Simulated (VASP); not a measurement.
# PbF2 (Fluorocronite) with PBE: from relaxation to properties, part 6 of 6

Aim: relax PbF2 (Fluorocronite), then compute properties on the relaxed cell. The start is a cell from a database of measured crystal structures.

VASP 6.6.1; PBE; plane waves and PAW (Pb_d, F).

So far. Step 15 (Volume scan with PBE, volume scale 1.06): The pressure falls from -2.36 to -3.38 GPa. The parabola predicted -3.35 GPa, +0.03 GPa off. The relaxed cell has a = 5.993 Å (conventional setting).

### 17. Fit for PBE

This step: Birch-Murnaghan fit, PBE; plane waves and PAW (VASP 6.6.1).

Derived from the runs above.

Numbers from this step:

* pressure derivative of the bulk modulus: 4.672
* r.m.s. error of the fit: 1.35e-5 eV/atom
* minimum inside the sampled range: yes
* bulk modulus: 66.55 GPa
* equilibrium volume of the fit: 18.03 Å³/atom

Energy above the fitted minimum against volume:

```
volume (Å³/atom)  energy above the fitted minimum (eV/atom)
          16.860                                     0.0179
          17.219                                    0.00828
          17.578                                    0.00250
          17.937                                     8.1e-5
          18.295                                     7.8e-4
          18.654                                    0.00421
          19.013                                     0.0100
```

The fitted volume lies +0.53 % from the relaxed one. At a finite cutoff and mesh the minimum of the energy and the zero of the stress don't quite coincide, and the relaxation stops at a threshold.

### 18. Relaxing the atoms (PBE), changed input

This step: PBE; plane waves and PAW (Pb_d, F) (VASP 6.6.1).

With the cell held (ISIF = 2), the atoms move to where the forces vanish. Some settings are moved from the usual, to see what they do.

INCAR reads:

```
SYSTEM = PbF2
PREC = Accurate
ENCUT = 520
EDIFF = 1E-06
NELM = 100
ISMEAR = 0
SIGMA = 0.05
LREAL = .FALSE.
ALGO = Normal
GGA = PE
NBANDS = 20
LORBIT = 11
LWAVE = .FALSE.
LCHARG = .FALSE.
KPAR = 2
IBRION = 2
NSW = 60
ISIF = 2
EDIFFG = 0.001
ISYM = 3
```

POSCAR reads:

```
PbF2
1.0
    0.0000000000      2.9964786990      2.9964786990
    2.9964786990      0.0000000000      2.9964786990
    2.9964786990      2.9964786990      0.0000000000
Pb F
1 2
Direct
    0.0000000000      0.0000000000      0.0000000000
    0.2500000000      0.2500000000      0.2500000000
    0.7500000000      0.7500000000      0.7500000000
```

KPOINTS reads:

```
Automatic mesh
0
Gamma
7 7 7
0 0 0
```

PAW data sets: Pb_d and F (PBE family, release 64).

Command:

```bash
> mpirun -np 2 vasp_std
```

Output:

```text
[... set-up lines as in an earlier step ...]
 entering main loop
       N       E                     dE             d eps       ncg     rms          rms(c)
[... 4 cycles as in an earlier step ...]
DAV:   5    -0.163546212349E+02   -0.25472E-01   -0.25470E-01  1004   0.477E+00 -----------------------------------------------------------------------------
|                     _     ____    _    _    _____     _                     |
|                    | |   |  _ \  | |  | |  / ____|   | |                    |
|                    | |   | |_) | | |  | | | |  __    | |                    |
|                    |_|   |  _ <  | |  | | | | |_ |   |_|                    |
|                     _    | |_) | | |__| | | |__| |    _                     |
|                    (_)   |____/   \____/   \_____|   (_)                    |
|                                                                             |
|                                                                             |
|     internal error in CHECK_FULL_KPOINTS: KPOINTS_FULL not properly         |
|     initialised                                                             |
|                                                                             |
|     If you are not a developer, you should not encounter this problem.      |
|     Please submit a bug report.                                             |
|                                                                             |
 -----------------------------------------------------------------------------

 -----------------------------------------------------------------------------
|                     _     ____    _    _    _____     _                     |
|                    | |   |  _ \  | |  | |  / ____|   | |                    |
|                    | |   | |_) | | |  | | | |  __    | |                    |
|                    |_|   |  _ <  | |  | | | | |_ |   |_|                    |
|                     _    | |_) | | |__| | | |__| |    _                     |
|                    (_)   |____/   \____/   \_____|   (_)                    |
|                                                                             |
|                                                                             |
|     internal error in CHECK_FULL_KPOINTS: KPOINTS_FULL not properly         |
|     initialised                                                             |
|                                                                             |
|     If you are not a developer, you should not encounter this problem.      |
|     Please submit a bug report.                                             |
|                                                                             |
 -----------------------------------------------------------------------------

1
1
```

It took 8.6 s on 2 MPI ranks of AMD EPYC 7R43, shared host.

The run ended with an error.

VASP's message: “internal error in CHECK_FULL_KPOINTS: KPOINTS_FULL not properly initialised”. No number of this run is used.

ISYM = 3 is meant for hybrids and fails here together with this job; the default ISYM avoids it.

### 19. Outcome

| Property | Result |
| --- | --- |
| relaxed volume | 17.94 Å³/atom |
| relaxed conventional cell a, b, c | 5.993, 5.993, 5.993 Å |
| space group after relaxing, within 0.02 Å | Fm-3m (No. 225) |
| band gap | 4.42 eV, indirect (least direct gap of that run 4.56 eV) |
| gap among the points of the DOS mesh alone, an upper bound | 4.43 eV |
| strongest peak of ε2, mean over directions | 7.70 eV |
| ε1 at zero frequency, no local fields, mean | 3.53 |
| electronic dielectric constant, mean | 3.29 |
| bulk modulus from the fit | 66.6 GPa |
| volume from the fit | 18.0 Å³/atom |

What this shows: With PBE, PbF2 (Fluorocronite) relaxes to 17.94 Å³/atom in space group Fm-3m (held by the symmetry of the run), has an indirect gap of 4.42 eV and has a bulk modulus of 66.6 GPa. Against the listed cell the volume lies +2.7 %. Not obtained: relaxing the atoms (PBE), changed input, because the run crashed. Bands along the symmetry lines (PBE): On this path the gap is indirect, 4.42 eV, with the valence top at W and the conduction bottom at X. The least direct gap is 4.56 eV. Response to an electric field (PBE): The electronic dielectric tensor with local fields is isotropic, 3.29. Response to an electric field (PBE): Mean Born effective charge: Pb1 3.16, F2 -1.58 e. Spin-orbit coupling is left out, and with elements this heavy it would split and shift bands near the edges, and it can change the kind of a small gap. No search among competing phases was made, and a listed structure need not be the one stable at ambient conditions. All values are for a static lattice at zero temperature.

[Lines on the potential files, build, host, timing and source positions are cut from VASP's logs without a mark.]

[Logs are printed without paths, hosts, clocks, repeated set-up lines and the standing remarks that a program may print on its own settings, such as how far it seeks lower states.]

[Hosts, paths, dates, database ids (printed as entryN), source tags and the programs' standing remarks are cut or masked in the printed files.]

[A measured line is paired with the nearest computed mode of its activity, which favours agreement.]
